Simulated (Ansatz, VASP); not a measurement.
# Si27B2O57 (amorphous 96SiO2-4B2O3 (mol %)): VASP beside Ansatz

Aim: how closely do two programs agree when they are given the same cell, functional and k mesh? The structure shown is the start of the Ansatz relaxation below; VASP solves that cell, so the two are compared at the walk's first step.

Main program and level: Ansatz 0.2.0; plane waves, with VASP 6.6.1 beside it; single point at PBE.

**1. Set-up**

The cell holds 86 atoms: 27 Si, 2 B and 57 O. Cell: a = 10.879 Å, b = 10.879 Å, c = 10.879 Å, α = 90.0°, β = 90.0°, γ = 90.0°. As first built, before any earlier steps moved the atoms (in the runner's words): 86 atoms (27 Si, 2 B, 57 O) placed at random at 2.18 g/cm^3, melted at 4000 K for 10 ps at fixed volume with the Buckingham and Coulomb pair potential of Guillot and Sator (Geochim. Cosmochim. Acta 71, 1249 (2007)) with the boron terms of Wang et al. (J. Non-Cryst. Solids 498, 294 (2018)). Quenched from 4000 K to 300 K at 100 K/ps and fixed volume, held 5 ps, then minimised at fixed cell.

**2. Ansatz: relaxation, PBE**

Ansatz runs on its default PAW (the set named soft_2) files.

The two programs are compared at the cell with which this relaxation starts, whose forces are those of its first step.

File input.yaml:

```yaml
crystal:
  lattice:
    - [10.8793, 0.0, 0.0]
    - [0.0, 10.8793, 0.0]
    - [0.0, 0.0, 10.8793]
  atoms:
    - { symbol: Si, position: [0.49659, 0.78818, 0.72936] }
    - { symbol: Si, position: [0.68617, 0.63479, 0.03836] }
    - { symbol: Si, position: [0.21776, 0.88612, 0.24508] }
    - { symbol: Si, position: [0.36921, 0.14183, 0.95077] }
    - { symbol: Si, position: [0.72725, 0.36194, 0.40178] }
    - { symbol: Si, position: [0.48559, 0.28572, 0.35722] }
    - { symbol: Si, position: [0.31109, 0.18108, 0.52176] }
    - { symbol: Si, position: [0.27138, 0.47798, 0.12481] }
    - { symbol: Si, position: [0.5633, 0.52197, 0.78674] }
    - { symbol: Si, position: [0.15452, 0.53295, 0.62515] }
    - { symbol: Si, position: [0.93889, 0.33658, 0.61141] }
    - { symbol: Si, position: [0.4525, 0.05163, 0.19406] }
    - { symbol: Si, position: [0.77816, 0.6352, 0.44501] }
    - { symbol: Si, position: [0.53697, 0.44873, 0.12068] }
    - { symbol: Si, position: [0.33124, 0.35173, 0.76707] }
    - { symbol: Si, position: [0.8384, 0.08125, 0.55651] }
    - { symbol: Si, position: [0.06785, 0.09781, 0.37613] }
    - { symbol: Si, position: [0.63653, 0.04617, 0.98785] }
    - { symbol: Si, position: [0.56418, 0.06122, 0.43814] }
    - { symbol: Si, position: [0.91883, 0.6016, 0.21766] }
    - { symbol: Si, position: [0.02526, 0.33801, 0.19779] }
    - { symbol: Si, position: [0.53154, 0.78621, 0.45166] }
    - { symbol: Si, position: [0.76519, 0.27666, 0.12161] }
    - { symbol: Si, position: [0.13522, 0.71017, 0.05345] }
    - { symbol: Si, position: [0.77398, 0.89105, 0.77788] }
    - { symbol: Si, position: [0.05108, 0.76685, 0.7841] }
    - { symbol: Si, position: [0.29609, 0.63506, 0.37758] }
    - { symbol: B, position: [0.79742, 0.51448, 0.66656] }
    - { symbol: B, position: [0.27714, 0.91604, 0.83279] }
    - { symbol: O, position: [0.38768, 0.85534, 0.80706] }
    - { symbol: O, position: [0.04732, 0.22465, 0.29538] }
    - { symbol: O, position: [0.70083, 0.09721, 0.48755] }
    - { symbol: O, position: [0.24211, 0.46792, 0.73108] }
    - { symbol: O, position: [0.83947, 0.59404, 0.57582] }
    - { symbol: O, position: [0.90618, 0.81426, 0.78478] }
    - { symbol: O, position: [0.03673, 0.66852, 0.15752] }
    - { symbol: O, position: [0.43917, 0.09541, 0.51725] }
    - { symbol: O, position: [0.16551, 0.87177, 0.78572] }
    - { symbol: O, position: [0.51059, 0.38416, 0.2529] }
    - { symbol: O, position: [0.47133, 0.40436, 0.78414] }
    - { symbol: O, position: [0.37854, 0.14699, 0.10257] }
    - { symbol: O, position: [0.43785, 0.68394, 0.39607] }
    - { symbol: O, position: [0.66718, 0.72879, 0.47223] }
    - { symbol: O, position: [0.81041, 0.58852, 0.11377] }
    - { symbol: O, position: [0.72777, 0.99154, 0.88204] }
    - { symbol: O, position: [0.5942, 0.31365, 0.456] }
    - { symbol: O, position: [0.29143, 0.53414, 0.26526] }
    - { symbol: O, position: [0.22717, 0.76232, 0.33061] }
    - { symbol: O, position: [0.84424, 0.34708, 0.49242] }
    - { symbol: O, position: [0.06548, 0.41423, 0.58379] }
    - { symbol: O, position: [0.5169, 0.14014, 0.30636] }
    - { symbol: O, position: [0.0675, 0.71295, 0.9227] }
    - { symbol: O, position: [0.30972, 0.26231, 0.8859] }
    - { symbol: O, position: [0.1814, 0.1212, 0.47608] }
    - { symbol: O, position: [0.19736, 0.837, 0.10411] }
    - { symbol: O, position: [0.94, 0.06165, 0.44655] }
    - { symbol: O, position: [0.63708, 0.56174, 0.91256] }
    - { symbol: O, position: [0.74922, 0.28725, 0.27331] }
    - { symbol: O, position: [0.55632, 0.92111, 0.38881] }
    - { symbol: O, position: [0.91248, 0.30027, 0.10324] }
    - { symbol: O, position: [0.65857, 0.37306, 0.07351] }
    - { symbol: O, position: [0.71788, 0.50988, 0.38351] }
    - { symbol: O, position: [0.96597, 0.46375, 0.26031] }
    - { symbol: O, position: [0.31414, 0.25688, 0.64947] }
    - { symbol: O, position: [0.57383, 0.59272, 0.13196] }
    - { symbol: O, position: [0.48136, 0.64053, 0.74593] }
    - { symbol: O, position: [0.67091, 0.50564, 0.68387] }
    - { symbol: O, position: [0.87425, 0.67626, 0.33935] }
    - { symbol: O, position: [0.71834, 0.14656, 0.06653] }
    - { symbol: O, position: [0.34783, 0.96315, 0.2521] }
    - { symbol: O, position: [0.9124, 0.19015, 0.63654] }
    - { symbol: O, position: [0.51674, 0.11646, 0.9172] }
    - { symbol: O, position: [0.64384, 0.81668, 0.74978] }
    - { symbol: O, position: [0.15536, 0.38275, 0.13585] }
    - { symbol: O, position: [0.2345, 0.57956, 0.50414] }
    - { symbol: O, position: [0.08678, 0.65506, 0.68649] }
    - { symbol: O, position: [0.23606, 0.60071, 0.04663] }
    - { symbol: O, position: [0.28884, 0.0231, 0.90281] }
    - { symbol: O, position: [0.87375, 0.42478, 0.71556] }
    - { symbol: O, position: [0.70025, 0.77677, 0.00738] }
    - { symbol: O, position: [0.55333, 0.98836, 0.10447] }
    - { symbol: O, position: [0.11395, 0.98396, 0.28993] }
    - { symbol: O, position: [0.47268, 0.82328, 0.58511] }
    - { symbol: O, position: [0.34866, 0.27847, 0.41062] }
    - { symbol: O, position: [0.40057, 0.43324, 0.06156] }
    - { symbol: O, position: [0.8047, 0.97221, 0.65227] }
kpoints:
  mp_grid: { grid: [1, 1, 1] }
hamiltonian:
  xc: pbe
scf:
  occupations: { method: fermi_dirac, width: 0.025 }
output:
  forces: true
relax:
  f_tol: 0.04
  max_steps: 250
  cell: {}
```

Started as:

```console
$ ansatz run input.yaml --threads 4 --pin off --max-ram 8192MiB --backend cpu --events-out ev --progress --plain --runs-dir out
```

Numbers of over 12 decimals in the logs are rounded to 6 here.

What it wrote:

```text
Engine: ansatz 0.2.0, aarch64-unknown-linux-gnu
Pseudopotentials: kind: paw
Pseudopotential: Si, paw, valence charge 4, recommended cutoff 420 eV (normal), Si.paw.azcp
Pseudopotential: B, paw, valence charge 3, recommended cutoff 420 eV (normal), B.paw.azcp
Pseudopotential: O, paw, valence charge 6, recommended cutoff 420 eV (normal), O.paw.azcp
Functional definition: PBE
  parameter kappa = 0.804
  parameter beta = 0.066725
  exchange = pbe_x(kappa = kappa, mu = beta*pi^2/3)
  correlation = pbe_c(beta = beta)
Crystal: 86 atoms, lattice volume = 1287.665 Å³
Basis set: ecut = 420 eV, 25269 PW (Γ), exchange–correlation on 150×150×150 points (8 copies of the dense FFT grid, shifted against one another)
Bands: 314, of which v1, the nominal top of the filled ones, is band 228 counted from 1 (227 counted from 0)
Symmetry: 1 space group operations
Space group: P1 (ITA 1), of the structure as read, at distance tolerance 1.1e-4 Å
k-points: 1
Non-local potential: Si, projectors of the file, l = 0: 2, l = 1: 2, l = 2: 2
Non-local potential: B, projectors of the file, l = 0: 2, l = 1: 2, l = 2: 1
Non-local potential: O, projectors of the file, l = 0: 2, l = 1: 2, l = 2: 1
PAW form: soft (Blöchl's): semilocal exchange-correlation on the pseudo side does not see the compensation charge
PAW one-centre angular grid: Si, 110 points (default); XC on 64 Gauss nodes
PAW one-centre angular grid: B, 110 points (default); XC on 64 Gauss nodes
PAW one-centre angular grid: O, 110 points (default); XC on 64 Gauss nodes
Initial density: superposition of atomic densities (neutral atoms: chi_scale 0, normalization atom), corrected by the library's trained network
Initial wavefunctions: pseudopotential atomic-orbital guess
Functional: x = pbe(κ = 0.804, μ = 0.219515), c = pbe(β = 0.066725)
SCF iter   1: F=—  HF=-49904.402271 eV  |F-HF|=—  |Δ(HF+E_count)|=         —  Δρ=4.04e-3  dr2=4.67e-1  ethr=1.77e-3  ⟨swp⟩=7.0  Hψ=1572  notcnv=0  defer=51
preconditioner: auto → Resta (q_TF=auto, 2.295 Å⁻¹)  ε∞=2.9  [insulator: Δε(μ)=2.770 eV  Ē_g=16.002 eV  σ=0.025 eV  W_gap=1.00  n_scr=250 (ndim 8)  ℏωp=22.1 eV  f_vac=0.245  D(μ)=0.00/eV (n_scr^D=0)  ε∞_Penn≈2.9  vacuum switching on, ρ_ref=1.9e-2 e/Å³]
SCF iter   2: F=—  HF=-49904.282355 eV  |F-HF|=—  |Δ(HF+E_count)|=   1.20e-1  Δρ=2.53e-3  dr2=8.66e-2  ethr=1.02e-4  ⟨swp⟩=3.0  Hψ=545  notcnv=0  defer=81
SCF iter   3: F=—  HF=-49904.263273 eV  |F-HF|=—  |Δ(HF+E_count)|=   1.91e-2  Δρ=9.64e-4  dr2=2.26e-2  ethr=1.90e-5  ⟨swp⟩=2.0  Hψ=539  notcnv=0  defer=81
SCF iter   4: F=—  HF=-49904.257379 eV  |F-HF|=—  |Δ(HF+E_count)|=   5.89e-3  Δρ=4.18e-4  dr2=1.84e-3  ethr=4.96e-6  ⟨swp⟩=2.0  Hψ=410  notcnv=0  defer=81
SCF iter   5: F=—  HF=-49904.257374 eV  |F-HF|=—  |Δ(HF+E_count)|=   5.28e-6  Δρ=1.75e-4  dr2=2.78e-4  ethr=4.04e-7  ⟨swp⟩=2.0  Hψ=536  notcnv=0  defer=81
SCF iter   6: F=—  HF=-49904.257392 eV  |F-HF|=—  |Δ(HF+E_count)|=   1.87e-5  Δρ=3.66e-5  dr2=1.03e-5  ethr=6.10e-8  ⟨swp⟩=2.0  Hψ=461  notcnv=0  defer=81
SCF iter   7: F=—  HF=-49904.255619 eV  |F-HF|=—  |Δ(HF+E_count)|=   1.77e-3  Δρ=1.70e-5  dr2=2.53e-6  ethr=2.27e-9  ⟨swp⟩=2.0  Hψ=461  notcnv=0  defer=81
SCF iter   8: F=—  HF=-49904.255619 eV  |F-HF|=—  |Δ(HF+E_count)|=   3.19e-7  Δρ=3.86e-6  dr2=1.20e-7  ethr=5.54e-10  ⟨swp⟩=2.0  Hψ=461  notcnv=0  defer=81
SCF iter   9: F=-49904.255619 eV  HF=-49904.255619 eV  |F-HF|=1.63e-8  |Δ(HF+E_count)|=   8.61e-8  Δρ=1.64e-6  dr2=2.51e-8  ethr=2.19e-11  ⟨swp⟩=4.0  Hψ=946  notcnv=0
SCF 1 converged in 9 iterations: F = -49904.255619 eV  dr2 = 2.51e-8
  greatest PAW one-centre occupation: 0.867 electrons in one spin orbital (limit 2), on the O atom at site 64 (counted from 0), in its partial waves of l = 0
relax step   1: F+E_penalty+E_count = -49904.25561907 eV  Δ(F+E_penalty+E_count) = +0.000e0 eV  max|allowed force component| = 3.066e0 eV/Å  Δτ_max = 0.0000 Å  P = -2.764 GPa  Ω = 1287.665 Å³  (9 SCF iters, dr2 threshold 1.00e-7 eV, accepted)
Crystal: 86 atoms, lattice volume = 1274.431 Å³
Basis set: ecut = 420 eV, 24925 PW (Γ), exchange–correlation on 150×150×150 points (8 copies of the dense FFT grid, shifted against one another)
Initial density: handed on by an earlier stage of this run
Initial wavefunctions: those handed on with the density
iter 1 solved again at ethr=9.62e-5 eV; its pass at ethr=3.10e-3 eV (dr2=4.39e-1 eV) is discarded
SCF iter   1: F=—  HF=-49906.301956 eV  |F-HF|=—  |Δ(HF+E_count)|=         —  Δρ=7.56e-3  dr2=4.40e-1  ethr=9.62e-5  ⟨swp⟩=9.0  Hψ=1581  notcnv=0  defer=2
preconditioner: auto → Resta (q_TF=auto, 2.299 Å⁻¹)  ε∞=2.9  [insulator: Δε(μ)=2.137 eV  Ē_g=16.141 eV  σ=0.025 eV  W_gap=1.00  n_scr=250 (ndim 8)  ℏωp=22.2 eV  f_vac=0.240  D(μ)=0.00/eV (n_scr^D=0)  ε∞_Penn≈2.9]
SCF iter   2: F=—  HF=-49906.228425 eV  |F-HF|=—  |Δ(HF+E_count)|=   7.35e-2  Δρ=3.88e-3  dr2=1.05e-1  ethr=9.62e-5  ⟨swp⟩=4.0  Hψ=557  notcnv=0  defer=79
[...]
atom  67  O      0.00275711    -0.00207352    -0.00258277
  atom  68  O      0.00447827    -0.00083789     0.00374478
  atom  69  O     -0.00369619    -0.00020113    -0.00009734
  atom  70  O     -0.00077341     0.00045298     0.00449798
  atom  71  O      0.00281820     0.00170123    -0.00191377
  atom  72  O     -0.00466610     0.00577675    -0.00013855
  atom  73  O      0.00416705    -0.00837520    -0.00742729
  atom  74  O      0.00106908     0.00425660     0.00061774
  atom  75  O      0.00247521    -0.00038774    -0.00099807
  atom  76  O      0.00404847     0.00255416    -0.00053131
  atom  77  O      0.00302337     0.00021366    -0.00251690
  atom  78  O      0.00449528    -0.00325692     0.00354607
  atom  79  O      0.00179652    -0.00374551    -0.00347753
  atom  80  O     -0.00037976     0.00463675     0.00569283
  atom  81  O     -0.00038591    -0.00363133     0.00423804
  atom  82  O      0.00195355    -0.00163662    -0.00247821
  atom  83  O      0.00183136     0.00740184     0.00183432
  atom  84  O      0.00244446     0.00349993    -0.00761042
  atom  85  O      0.00316317     0.00438793    -0.00175716
  atom  86  O     -0.00220191     0.00122518    -0.00014506
  max |Σ_I F_I| component: 3.86e-5 eV/Å
--- Stress (GPa, compression-positive) ---
       -0.041689      -0.002190      -0.002713
       -0.002190      -0.024236      -0.022709
       -0.002715      -0.022709      -0.004997
  P = ⅓ Tr σ = -0.0236 GPa (-0.236 kbar)
--- Relaxed structure (10 steps of the walk, 10 accepted, 2 SCFs on fresh bases) ---
  F+E_penalty+E_count = -49908.17094589 eV   max|allowed force component| = 3.133e-2 eV/Å   (the final SCF, on the basis selected at the relaxed cell)
  cell:  # Å, volume = 1252.6963 Å³
    - [10.425378, -0.104713, 0.00384779]
    - [-0.104713, 10.920950, -0.158985]
    - [0.00384779, -0.158985, 11.005930]
  atoms:
    - { symbol: Si, position: [0.496784, 0.788898, 0.739242] }
    - { symbol: Si, position: [0.694195, 0.635518, 0.037566] }
    - { symbol: Si, position: [0.214604, 0.883851, 0.251218] }
    - { symbol: Si, position: [0.379329, 0.143805, 0.937579] }
    - { symbol: Si, position: [0.732045, 0.360611, 0.392705] }
    - { symbol: Si, position: [0.487848, 0.283789, 0.353948] }
    - { symbol: Si, position: [0.311788, 0.184668, 0.519831] }
    - { symbol: Si, position: [0.263498, 0.484213, 0.130462] }
    - { symbol: Si, position: [0.570905, 0.540421, 0.794577] }
    - { symbol: Si, position: [0.157684, 0.531291, 0.634683] }
    - { symbol: Si, position: [0.921737, 0.347618, 0.607986] }
    - { symbol: Si, position: [0.447857, 0.046409, 0.174543] }
    - { symbol: Si, position: [0.774437, 0.628155, 0.436110] }
    - { symbol: Si, position: [0.537286, 0.444898, 0.125166] }
    - { symbol: Si, position: [0.347638, 0.354917, 0.759800] }
    - { symbol: Si, position: [0.838320, 0.085225, 0.561951] }
    - { symbol: Si, position: [0.064731, 0.100930, 0.375153] }
    - { symbol: Si, position: [0.643695, 0.045090, 0.984896] }
    - { symbol: Si, position: [0.555707, 0.049711, 0.441807] }
    - { symbol: Si, position: [0.917918, 0.592663, 0.213782] }
    - { symbol: Si, position: [0.024314, 0.335788, 0.198648] }
    - { symbol: Si, position: [0.526318, 0.775691, 0.465192] }
    - { symbol: Si, position: [0.762979, 0.273034, 0.119817] }
    - { symbol: Si, position: [0.131764, 0.707611, 0.059453] }
    - { symbol: Si, position: [0.782542, 0.896296, 0.775481] }
    - { symbol: Si, position: [0.057391, 0.765486, 0.793614] }
    - { symbol: Si, position: [0.283126, 0.640966, 0.382495] }
    - { symbol: B, position: [0.785483, 0.532707, 0.651182] }
    - { symbol: B, position: [0.280549, 0.927883, 0.825843] }
    - { symbol: O, position: [0.400682, 0.879851, 0.812702] }
    - { symbol: O, position: [0.047429, 0.222880, 0.292727] }
    - { symbol: O, position: [0.693132, 0.091450, 0.497308] }
    - { symbol: O, position: [0.254962, 0.471416, 0.734452] }
    - { symbol: O, position: [0.851110, 0.592024, 0.559662] }
    - { symbol: O, position: [0.909988, 0.810889, 0.778974] }
    - { symbol: O, position: [0.036158, 0.675786, 0.168455] }
    - { symbol: O, position: [0.430989, 0.087074, 0.522485] }
    - { symbol: O, position: [0.169581, 0.872509, 0.779522] }
    - { symbol: O, position: [0.503526, 0.384768, 0.256736] }
    - { symbol: O, position: [0.493552, 0.410642, 0.766820] }
    - { symbol: O, position: [0.375120, 0.145185, 0.090745] }
    - { symbol: O, position: [0.436403, 0.675401, 0.393158] }
    - { symbol: O, position: [0.671603, 0.730169, 0.472024] }
    - { symbol: O, position: [0.819734, 0.567085, 0.102914] }
    - { symbol: O, position: [0.747303, 0.987824, 0.890182] }
    - { symbol: O, position: [0.598222, 0.306417, 0.456302] }
    - { symbol: O, position: [0.272296, 0.539215, 0.271224] }
    - { symbol: O, position: [0.216873, 0.772298, 0.348078] }
    - { symbol: O, position: [0.857439, 0.342677, 0.472976] }
    - { symbol: O, position: [0.063976, 0.411341, 0.597899] }
    - { symbol: O, position: [0.519364, 0.130099, 0.303425] }
    - { symbol: O, position: [0.061407, 0.722933, 0.932550] }
    - { symbol: O, position: [0.330725, 0.271791, 0.881440] }
[...]
- { symbol: O, position: [0.838285, 0.432089, 0.703510] }
    - { symbol: O, position: [0.708770, 0.773232, 0.00994408] }
    - { symbol: O, position: [0.557212, 0.978087, 0.095324] }
    - { symbol: O, position: [0.106169, 0.983198, 0.290020] }
    - { symbol: O, position: [0.458072, 0.799062, 0.595979] }
    - { symbol: O, position: [0.345542, 0.278929, 0.409437] }
    - { symbol: O, position: [0.394235, 0.432869, 0.066496] }
    - { symbol: O, position: [0.821104, 0.978529, 0.657545] }
```

The column dr2 measures how far the density is from self-consistency, as an energy; F and HF (Harris–Foulkes) agree once it is small.

(Continued in part 2 of 2.)

[Lines on the potential files, build, host, timing and source positions are cut from VASP's logs without a mark.]

[Logs are printed without paths, hosts, clocks, repeated set-up lines and the standing remarks that a program may print on its own settings, such as how far it seeks lower states.]

[Hosts, paths, dates, database ids (printed as entryN), source tags and the programs' standing remarks are cut or masked in the printed files.]
